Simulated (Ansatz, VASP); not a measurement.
# GaN: VASP beside Ansatz, part 2 of 3

Aim: how closely do two programs agree when they are given the same cell, functional and k mesh? The cell is taken from a series of runs on this material, whose earlier steps may have relaxed, scaled, displaced or heated it; both programs get it as it stands.

VASP 6.6.1 and Ansatz 0.2.0.

So far: The starting structure; Ansatz: zone-centre phonons, PBE.

**3. VASP: zone-centre phonons, PBE**

Level of this step: PBE; plane waves and PAW (N, Ga_d) (VASP).

The same cell, functional and mesh now go to VASP, with its own data sets.

Lines of VASP's logs that name or quote its potential files are left out, and so is its time.

INCAR

```
SYSTEM = GaN
PREC = Accurate
ENCUT = 600
EDIFF = 1E-08
NELM = 120
ISMEAR = 0
SIGMA = 0.01
LREAL = .FALSE.
ALGO = Normal
GGA = PE
NBANDS = 24
LORBIT = 11
LWAVE = .FALSE.
LCHARG = .FALSE.
ISIF = 2
IBRION = 8
LEPSILON = .TRUE.
LASPH = .TRUE.
GGA_COMPAT = .FALSE.
EFERMI = MIDGAP
KPAR = 2
```

POSCAR

```
GaN
1.0
    3.1527876892      0.0000000000      0.0000000000
   -1.5763938446      2.7303942316      0.0000000000
    0.0000000000      0.0000000000      5.1369687972
N Ga
2 2
Direct
    0.3333333334      0.6666666668      0.3757580371
    0.6666666668      0.3333333334      0.8757580371
    0.3333333334      0.6666666668      0.9992419629
    0.6666666668      0.3333333334      0.4992419629
```

KPOINTS

```
Automatic mesh
0
Gamma
18 18 8
0 0 0
```

PAW data sets: N and Ga_d (PBE family, release 64).

Launch:

```console
$ mpirun -np 2 vasp_std
```

The log of the run:

```text
[banner, memory and clock lines left out]
running    2 mpi-ranks, on    1 nodes
 distrk:  each k-point on    1 cores,    2 groups
 distr:  one band on    1 cores,    1 groups

 POSCAR found type information on POSCAR N Ga
 POSCAR found :  2 types and       4 ions
 LDA part: xc-table for (Slater+PW92), standard interpolation
 POSCAR, INCAR and KPOINTS ok, starting setup
 FFT: planning ... GRIDC
 FFT: planning ... GRID_SOFT
 FFT: planning ... GRID
 WAVECAR not read
 entering main loop
       N       E                     dE             d eps       ncg     rms          rms(c)
DAV:   1     0.291998542686E+03    0.29200E+03   -0.19742E+04  9648   0.308E+03
DAV:   2     0.761164867514E+01   -0.28439E+03   -0.27114E+03  9712   0.557E+02
DAV:   3    -0.272053298730E+02   -0.34817E+02   -0.34510E+02 10568   0.154E+02
DAV:   4    -0.283354030673E+02   -0.11301E+01   -0.11278E+01 11352   0.311E+01
DAV:   5    -0.283549580597E+02   -0.19555E-01   -0.19550E-01 10640   0.362E+00    0.111E+01
DAV:   6    -0.241170123340E+02    0.42379E+01   -0.12491E+01 15264   0.552E+01    0.300E+00
DAV:   7    -0.242466623089E+02   -0.12965E+00   -0.18021E+00  9472   0.111E+01    0.274E+00
DAV:   8    -0.242453050503E+02    0.13573E-02   -0.20072E-01 13104   0.742E+00    0.786E-01
DAV:   9    -0.242265870818E+02    0.18718E-01   -0.83354E-02 15256   0.512E+00    0.314E-01
DAV:  10    -0.242274523346E+02   -0.86525E-03   -0.51870E-03 10256   0.709E-01    0.131E-01
DAV:  11    -0.242273901277E+02    0.62207E-04   -0.10748E-03 13568   0.605E-01    0.196E-02
DAV:  12    -0.242274021310E+02   -0.12003E-04   -0.11257E-04  9616   0.912E-02    0.138E-02
DAV:  13    -0.242274026679E+02   -0.53686E-06   -0.14492E-05 14560   0.573E-02    0.172E-03
DAV:  14    -0.242274030733E+02   -0.40540E-06   -0.35395E-06 10440   0.138E-02    0.290E-03
DAV:  15    -0.242274030605E+02    0.12848E-07   -0.15066E-07 11968   0.422E-03    0.336E-04
DAV:  16    -0.242274030605E+02   -0.42746E-10   -0.27530E-08  9720   0.154E-03
   1 F= -.24227403E+02 E0= -.24227403E+02  d E =0.000000E+00
 Linear response reoptimize wavefunctions to high precision
DAV:   1    -0.242274030521E+02    0.84356E-08   -0.52132E-09  9120   0.894E-04
DAV:   2    -0.242274030521E+02   -0.78217E-10   -0.63449E-10  5576   0.198E-04
 Linear response G [H, r] |phi>, progress :
  Direction:   1
       N       E                     dE             d eps       ncg     rms
RMM:   1    -0.904399558313E+02   -0.90440E+02    0.94796E+01 10675   0.351E+02
 LRF_COMMUTATOR internal error: the vector H(1)-e(1) S(1) |phi(0)> is not orthog
 onal to |phi(0)> (-1.001116133838784E-004,-6.654399253847032E-015)
 LRF_COMMUTATOR internal error: the vector H(1)-e(1) S(1) |phi(0)> is not orthog
 onal to |phi(0)> (1.001116126130158E-004,-1.743223621009093E-014)
 LRF_COMMUTATOR internal error: the vector H(1)-e(1) S(1) |phi(0)> is not orthog
 onal to |phi(0)> (-1.023370306085236E-004,7.324869877312068E-015)
 LRF_COMMUTATOR internal error: the vector H(1)-e(1) S(1) |phi(0)> is not orthog
 onal to |phi(0)> (1.023370302916660E-004,9.343220641611083E-015)
RMM:   2    -0.858012362540E+02    0.46387E+01   -0.26054E+02 16216   0.858E+01
 LRF_COMMUTATOR internal error: the vector H(1)-e(1) S(1) |phi(0)> is not orthog
 onal to |phi(0)> (-1.001116133837673E-004,-6.154798892765712E-015)
 LRF_COMMUTATOR internal error: the vector H(1)-e(1) S(1) |phi(0)> is not orthog
 onal to |phi(0)> (1.001116126123358E-004,-1.785377401475330E-014)
 LRF_COMMUTATOR internal error: the vector H(1)-e(1) S(1) |phi(0)> is not orthog
 onal to |phi(0)> (-1.023370306121874E-004,5.344683029484543E-015)
 LRF_COMMUTATOR internal error: the vector H(1)-e(1) S(1) |phi(0)> is not orthog
 onal to |phi(0)> (1.023370302898619E-004,1.815908534652522E-014)
RMM:   3    -0.888512480345E+02   -0.30500E+01   -0.21108E+01 17940   0.283E+01
RMM:   4    -0.890280868821E+02   -0.17684E+00   -0.17609E+00 18524   0.680E+00
RMM:   5    -0.890391058800E+02   -0.11019E-01   -0.13950E-01 18738   0.192E+00
RMM:   6    -0.890417970184E+02   -0.26911E-02   -0.19454E-02 18821   0.666E-01
RMM:   7    -0.890423328838E+02   -0.53587E-03   -0.27928E-03 19127   0.236E-01
RMM:   8    -0.890424098791E+02   -0.76995E-04   -0.21167E-04 19218   0.933E-02
RMM:   9    -0.890424448211E+02   -0.34942E-04   -0.45934E-06 19459   0.372E-02
RMM:  10    -0.890424613004E+02   -0.16479E-04   -0.66306E-05 19182   0.157E-02
RMM:  11    -0.890424561076E+02    0.51928E-05    0.69833E-06 18936   0.695E-03
RMM:  12    -0.890424587924E+02   -0.26848E-05   -0.16108E-05 17963   0.351E-03
RMM:  13    -0.890424579624E+02    0.83000E-06   -0.75074E-06 17159   0.202E-03
RMM:  14    -0.890424584540E+02   -0.49160E-06   -0.11888E-05 15798   0.146E-03
RMM:  15    -0.890424579766E+02    0.47741E-06   -0.75073E-06 14190   0.121E-03
RMM:  16    -0.890424579720E+02    0.45595E-08   -0.25484E-06 13037   0.113E-03
RMM:  17    -0.890424581736E+02   -0.20153E-06   -0.54594E-05 11935   0.109E-03
[...]
RMM:   4    -0.601207832121E+00   -0.33541E-01   -0.11284E-02 65423   0.766E-01    0.614E-02
RMM:   5    -0.601063564017E+00    0.14427E-03   -0.74028E-04 67581   0.184E-01    0.449E-02
RMM:   6    -0.601765696729E+00   -0.70213E-03   -0.16925E-04 66876   0.753E-02    0.130E-02
RMM:   7    -0.602329684051E+00   -0.56399E-03   -0.26887E-05 67035   0.236E-02    0.565E-03
[...]
RMM:   8    -0.235011193750E+00   -0.87029E-05   -0.43594E-08123119   0.114E-03    0.647E-05
RMM:   9    -0.235011750113E+00   -0.55636E-06   -0.19251E-08127668   0.368E-04    0.144E-05
RMM:  10    -0.235011576792E+00    0.17332E-06   -0.15263E-08127995   0.120E-04    0.567E-06
RMM:  11    -0.235011634334E+00   -0.57542E-07   -0.11100E-08129076   0.447E-05    0.234E-06
RMM:  12    -0.235011632511E+00    0.18234E-08   -0.38610E-09130008   0.211E-05    0.711E-07
 first order change of Fermi-energy  -0.19500E+00
 force on displaced ion       1 direction 1 : -14.614   0.000  -0.000
 Born effective charge ion    1 direction 1 :  -2.602   0.000  -0.000
 Linear response progress:
  Degree of freedom:   2/  4
       N       E                     dE             d eps       ncg     rms          rms(c)
RMM:   1    -0.251971057089E+00   -0.25197E+00    0.18725E-01 32869   0.348E+00
RMM:   2    -0.247730155233E+00    0.42409E-02   -0.20198E-02 21693   0.120E+00    0.145E-01
RMM:   3    -0.248387790522E+00   -0.65764E-03   -0.26772E-03 23322   0.413E-01    0.674E-02
RMM:   4    -0.249451708294E+00   -0.10639E-02   -0.57482E-04 24537   0.170E-01    0.196E-02
RMM:   5    -0.249648901666E+00   -0.19719E-03   -0.41364E-05 25145   0.504E-02    0.792E-03
RMM:   6    -0.249703880374E+00   -0.54979E-04    0.66833E-06 25630   0.162E-02    0.208E-03
RMM:   7    -0.249700231767E+00    0.36486E-05   -0.10451E-06 23648   0.557E-03    0.802E-04
RMM:   8    -0.249694725724E+00    0.55060E-05    0.87343E-07 24466   0.222E-03    0.267E-04
RMM:   9    -0.249693652581E+00    0.10731E-05    0.70057E-07 23832   0.975E-04    0.477E-05
RMM:  10    -0.249693367862E+00    0.28472E-06    0.11391E-07 25201   0.351E-04    0.177E-05
RMM:  11    -0.249693484587E+00   -0.11673E-06    0.15468E-08 26163   0.129E-04    0.628E-06
RMM:  12    -0.249693522825E+00   -0.38238E-07    0.52010E-08 24783   0.470E-05    0.219E-06
RMM:  13    -0.249693518711E+00    0.41138E-08    0.27117E-10 26521   0.224E-05    0.907E-07
 first order change of Fermi-energy  -0.18831E+00
 force on displaced ion       1 direction 3 :   0.000   0.000 -19.297
 Born effective charge ion    1 direction 3 :   0.000   0.000  -2.739
 Linear response progress:
  Degree of freedom:   3/  4
       N       E                     dE             d eps       ncg     rms          rms(c)
RMM:   1    -0.162175105598E+00   -0.16218E+00    0.25746E-01 83408   0.808E+00
RMM:   2    -0.159790714733E+00    0.23844E-02   -0.47128E-02119230   0.167E+00    0.562E-02
RMM:   3    -0.160006921875E+00   -0.21621E-03   -0.30215E-03124695   0.416E-01    0.349E-02
RMM:   4    -0.159712768385E+00    0.29415E-03   -0.24814E-04128048   0.135E-01    0.521E-03
RMM:   5    -0.159695970271E+00    0.16798E-04   -0.36397E-05133082   0.447E-02    0.243E-03
RMM:   6    -0.159691188066E+00    0.47822E-05    0.52632E-06132372   0.172E-02    0.588E-04
RMM:   7    -0.159693051616E+00   -0.18636E-05   -0.99596E-07135917   0.713E-03    0.343E-04
RMM:   8    -0.159694020353E+00   -0.96874E-06    0.34302E-06133406   0.320E-03    0.347E-05
RMM:   9    -0.159694456906E+00   -0.43655E-06   -0.98274E-07136770   0.154E-03    0.212E-05
RMM:  10    -0.159694473800E+00   -0.16894E-07   -0.24281E-07135039   0.801E-04    0.715E-06
RMM:  11    -0.159694459169E+00    0.14631E-07   -0.52118E-07136357   0.447E-04    0.444E-06
RMM:  12    -0.159694353762E+00    0.10541E-06    0.25047E-07135574   0.264E-04    0.157E-06
RMM:  13    -0.159694399633E+00   -0.45871E-07   -0.18476E-07136036   0.163E-04    0.936E-07
RMM:  14    -0.159694371311E+00    0.28322E-07    0.76732E-08133735   0.105E-04    0.935E-07
RMM:  15    -0.159694383619E+00   -0.12309E-07   -0.25116E-08123820   0.706E-05    0.199E-06
RMM:  16    -0.159694374503E+00    0.91159E-08    0.37787E-08124620   0.499E-05    0.140E-06
 first order change of Fermi-energy  -0.33808E+00
 force on displaced ion       3 direction 1 : -14.379  -0.000  -0.000
 Born effective charge ion    3 direction 1 :   2.603  -0.000   0.000
 Linear response progress:
  Degree of freedom:   4/  4
       N       E                     dE             d eps       ncg     rms          rms(c)
RMM:   1    -0.177137447437E+00   -0.17714E+00    0.28379E-01 17106   0.826E+00
RMM:   2    -0.172496064528E+00    0.46414E-02   -0.46783E-02 23801   0.170E+00    0.899E-02
RMM:   3    -0.172597968491E+00   -0.10190E-03   -0.31428E-03 25555   0.442E-01    0.445E-02
RMM:   4    -0.172259992972E+00    0.33798E-03   -0.46432E-04 26013   0.145E-01    0.199E-02
RMM:   5    -0.172093464643E+00    0.16653E-03   -0.45462E-05 26059   0.612E-02    0.495E-03
RMM:   6    -0.172094210794E+00   -0.74615E-06    0.27700E-05 25549   0.220E-02    0.307E-03
RMM:   7    -0.172102102108E+00   -0.78913E-05    0.47485E-05 26684   0.844E-03    0.850E-04
RMM:   8    -0.172108065888E+00   -0.59638E-05    0.21945E-05 25458   0.347E-03    0.186E-04
RMM:   9    -0.172109307597E+00   -0.12417E-05    0.21486E-05 27466   0.152E-03    0.683E-05
RMM:  10    -0.172110589230E+00   -0.12816E-05    0.10575E-05 26053   0.664E-04    0.296E-05
RMM:  11    -0.172110897526E+00   -0.30830E-06    0.75024E-06 27175   0.331E-04    0.762E-06
RMM:  12    -0.172111224537E+00   -0.32701E-06    0.42979E-06 25059   0.181E-04    0.288E-06
RMM:  13    -0.172111312564E+00   -0.88027E-07    0.35230E-06 27389   0.100E-04    0.174E-06
RMM:  14    -0.172111433416E+00   -0.12085E-06    0.23848E-06 27183   0.583E-05    0.559E-07
RMM:  15    -0.172111516213E+00   -0.82797E-07    0.15019E-06 26781   0.376E-05    0.552E-07
RMM:  16    -0.172111555206E+00   -0.38993E-07    0.11122E-06 24713   0.262E-05    0.484E-07
RMM:  17    -0.172111580226E+00   -0.25019E-07    0.85028E-07 19810   0.197E-05    0.741E-07
RMM:  18    -0.172111603138E+00   -0.22912E-07    0.62524E-07 21454   0.161E-05    0.507E-07
RMM:  19    -0.172111608837E+00   -0.56998E-08    0.56070E-07 18198   0.135E-05    0.549E-07
RMM:  20    -0.172111628862E+00   -0.20025E-07    0.36014E-07 21530   0.122E-05    0.376E-07
RMM:  21    -0.172111641065E+00   -0.12203E-07    0.23238E-07 17712   0.110E-05    0.349E-07
RMM:  22    -0.172111644356E+00   -0.32901E-08    0.19510E-07 18983   0.104E-05    0.280E-07
RMM:  23    -0.172111648888E+00   -0.45323E-08    0.14677E-07 21084   0.101E-05    0.941E-08
 first order change of Fermi-energy   0.18813E+00
 force on displaced ion       3 direction 3 :   0.000  -0.000 -21.555
 Born effective charge ion    3 direction 3 :   0.000   0.000   2.740
 Born effective charges drift removed
 Linear response finished
```

(Continued in part 3 of 3.)

[Lines on the potential files, build, host, timing and source positions are cut from VASP's logs without a mark.]

[Logs are printed without paths, hosts, clocks, repeated set-up lines and the standing remarks that a program may print on its own settings, such as how far it seeks lower states.]

[Hosts, paths, dates, database ids (printed as entryN), source tags and the programs' standing remarks are cut or masked in the printed files.]
